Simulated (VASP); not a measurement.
Consider the following.

```xyz
8
Lattice="0.0000 2.6290 2.6290 2.6290 0.0000 2.6290 10.5471 10.5471 -0.0310" Properties=species:S:1:pos:R:3 pbc="T T T"
Zn    10.5237    10.5237    -0.0076
Se     1.4296     1.4296     1.1995
Se     3.9894     3.9894     1.2687
Se     6.5610     6.5610     1.3261
Se     9.1271     9.1271     1.3890
Be     5.3346     5.3346     5.1815
Be     5.2725     5.2725    -0.0144
Be     7.8455     7.8455     0.0416
```

Method: PBEsol GGA, VASP's PBE PAW potentials (set 64) (plane waves; VASP). Settings: 400 eV cut-off, Gaussian smearing of 0.050 eV, potentials Zn Se Be.

### Question
Estimate the band gap (along the path) with the smallest direct gap where there is one.

### Answer

```json
{
  "band gap (along the path)": "2.03 eV",
  "smallest direct gap (along the path)": "2.76 eV"
}
```

The absolute energy has meaning only against runs of the same code, potentials and settings.

The structure was generated: Be3ZnSe4 was put into an ordered model structure (R3m), which need not be its known phase. It was relaxed first.
